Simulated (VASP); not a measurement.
A VASP calculation is set up with these files.

**KPOINTS**
```
Automatic mesh
0
Gamma
12 12 12
0 0 0
```

POSCAR:
```
ScC
1.0
  0.0000000000   2.3428750000   2.3428750000
  2.3428750000   0.0000000000   2.3428750000
  2.3428750000   2.3428750000   0.0000000000
Sc C
1 1
direct
  0.0000000000   0.0000000000   0.0000000000
  0.5000000000   0.5000000000   0.5000000000
```

INCAR:
```
# general
SYSTEM  = ScC
PREC    = Accurate
ENCUT   = 520
LREAL   = F
LASPH   = T

# electronic loop
EDIFF   = 1E-6   # SCF stop (eV)
NELM    = 100   # most electronic steps
ALGO    = Normal
LMAXMIX = 4

# smearing
ISMEAR  = 1
SIGMA   = 0.1

# ions
IBRION  = 2
NSW     = 60
ISIF    = 3   # ions, shape and volume
EDIFFG  = -0.01

# output
LWAVE   = F
LCHARG  = F
```

POTCAR, in this order: Sc_sv C (LDA.64 set). Program: vasp_std.

Q: Translate this LDA calculation to Quantum ESPRESSO's pw.x.

A: One equivalent input (not run):
```
&CONTROL
  calculation = 'vc-relax'
  pseudo_dir = './pseudo'
  outdir = './out'
  tprnfor = .true.
  tstress = .true.
  nstep = 60
  forc_conv_thr = 0.00039
/
&SYSTEM
  ibrav = 0
  nat = 2
  ntyp = 2
  ecutwfc = 82
  occupations = 'smearing'
  smearing = 'methfessel-paxton'
  degauss = 0.00735
  input_dft = 'pz'
/
&ELECTRONS
  conv_thr = 7.3e-08
  electron_maxstep = 100
/
&IONS
/
&CELL
/
ATOMIC_SPECIES
  Sc 44.956 Sc.upf
  C 12.011 C.upf
CELL_PARAMETERS angstrom
     0.0000000    2.3428750    2.3428750
     2.3428750    0.0000000    2.3428750
     2.3428750    2.3428750    0.0000000
ATOMIC_POSITIONS crystal
  Sc   0.0000000  0.0000000  0.0000000
  C    0.5000000  0.5000000  0.5000000
K_POINTS automatic
  12 12 12 0 0 0
```
The two are equivalent in intent, not identical: the potentials are each code's own (VASP's PAW set, PseudoDojo norm-conserving files in pw.x), so ENCUT and ecutwfc are chosen apart and not converted; conv_thr bounds pw.x's estimated SCF error, while EDIFF bounds the energy change between steps; forc_conv_thr acts on force components and is met together with etot_conv_thr.

The structure comes from a computed database's ScC entry (Fm-3m); how it stands against other phases isn't given here. This run relaxes it. Symmetry was kept, so distortions that lower it aren't found.
